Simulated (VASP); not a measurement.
Consider the following.

```yaml
crystal:
  lattice:
    - [1.35923, -2.30928, 0.00000]
    - [1.35923, 2.30928, 0.00000]
    - [0.00000, 0.00000, 4.44332]
  atoms:
    - { symbol: Os, position: [0.33333, 0.66667, 0.25000] }
    - { symbol: Os, position: [0.67470, 0.34136, 0.75000] }
```

These are PBE GGA, VASP's PBE PAW potentials (set 64) (plane waves; VASP) values and carry that method's errors. Settings: EDIFF = 1E-4, 400 eV cut-off, 14×14×8 Γ-centred mesh, first-order Methfessel-Paxton smearing of 0.10 eV, potentials Os.

Unless said otherwise, spin-orbit coupling is left out, though it shifts the bands of the heavy elements here.

### Question
Estimate the energy per atom (σ→0), pressure, largest force, band gap (on the k-mesh) with the smallest direct gap where there is one.

### Answer

The band gap (on the k-mesh) comes out as none (metal, semimetal or under 0.01 eV) and the energy per atom (σ→0) comes out as -11.194 eV/atom. The pressure comes out as 102.8 kbar and the largest force comes out as 0.185 eV/Å.

The compound is Os in the hcp structure. The cell was not relaxed at this level, atoms are displaced from their ideal sites. The run is one of a series of settings (EDIFF = 1E-4 against the base run), some of them coarse on purpose.
